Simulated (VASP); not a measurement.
An input for Ansatz (written as the equivalent of a VASP run, and not itself run):

Ansatz 0.2 input:
```yaml
crystal:
  lattice:
    - [0.0000000, 2.6941910, 2.6941910]
    - [2.6941910, 0.0000000, 2.6941910]
    - [2.6941910, 2.6941910, 0.0000000]
  atoms:
    - { symbol: Zn, position: [0.0000000, 0.0000000, 0.0000000] }
    - { symbol: S, position: [0.2500000, 0.2500000, 0.2500000] }
kpoints:
  mp_grid: { grid: [9, 9, 9] }
hamiltonian:
  xc: r2scan
  pseudopotentials: { kind: paw }
scf:
  occupations: { method: gaussian, width: 0.05 }
  max_iter: 100
output: { forces: true, stress: true, eigenvalues: true }
```

**Question.** Translate this input to VASP (INCAR, KPOINTS, POSCAR, choice of POTCAR).

**Answer.** This is not unique; one that fits is 
**INCAR**
```
! general
SYSTEM  = ZnS
PREC    = Accurate
ENCUT   = 520
LREAL   = .False.
LASPH   = .True.

! electronic loop
EDIFF   = 1E-7
NELM    = 100
ALGO    = Normal
LMAXMIX = 4
LMIXTAU = .True.

! smearing
ISMEAR  = 0
SIGMA   = 0.05

! functional
METAGGA = R2SCAN

! ions
ISIF    = 2

! output
LWAVE   = .False.
LCHARG  = .False.
```

### KPOINTS
```
Automatic mesh
0
Gamma
9 9 9
0 0 0
```

### POSCAR
```
ZnS
1
    0.0000000000     2.6941910039     2.6941910039
    2.6941910039     0.0000000000     2.6941910039
    2.6941910039     2.6941910039     0.0000000000
Zn S
1 1
Direct
  0.0000000000   0.0000000000   0.0000000000
  0.2500000000   0.2500000000   0.2500000000
```

POTCAR, in this order: Zn S (PBE.64 set). Program: vasp_std.

The two are equivalent in intent, not identical: each code has its own PAW files, so the cut-off isn't converted (ENCUT is set for VASP's; basis.ecutwfc is left out, and Ansatz then takes the one that its files recommend); Ansatz stops its SCF on the density residual and VASP on the energy change (EDIFF).

The compound is ZnS in the zinc blende structure. It was relaxed first.
